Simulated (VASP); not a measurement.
The system is PmTe.

```
Pm Te
1.0
     4.18125    0.00000    0.00000
    -2.09062    3.62107    0.00000
     0.00000    0.00000    4.08069
Pm Te
1 1
Cartesian
  0.0000 0.0000 0.0000
  2.0906 1.2070 2.0403
```

The cell comes from a database or a generator and needn't be the stable form of this composition.

Base run:

```yaml
Program: VASP 6.6.1
Functional: PBE
Potentials_or_basis: VASP PAW PBE potentials, release 64 (Pm, Te)
Cutoff: 520 eV
k_mesh: 5 × 5 × 5
Occupations: gaussian, width 0.05 eV
Spin: collinear spin, ferromagnetic start
Starting_moments: "[4.0, 0.0] μB"
Hubbard_terms: Pm f U = 5 eV
```

Its results: pressure 3.4 GPa; site moments Pm +4.33; Te -0.06 μB.

Q: The run is repeated on the same cell with these changes: further incar settings from ALGO = Normal; EDIFF = 1e-06 to ALGO = Normal; EDIFF = 1e-06; NBANDS = 22; fixed moment from none to 2 μB. What comes out?

A: Pressure 4.5 GPa; site moments Pm +2.21; Te -0.02 μB.

Caveats: the magnetic or orbital state may not be the lowest; the U is typed as a test and isn't derived for this compound; the moment is held away from its start (some runs); the total moment is fixed, so each spin has its own Fermi level (some runs).
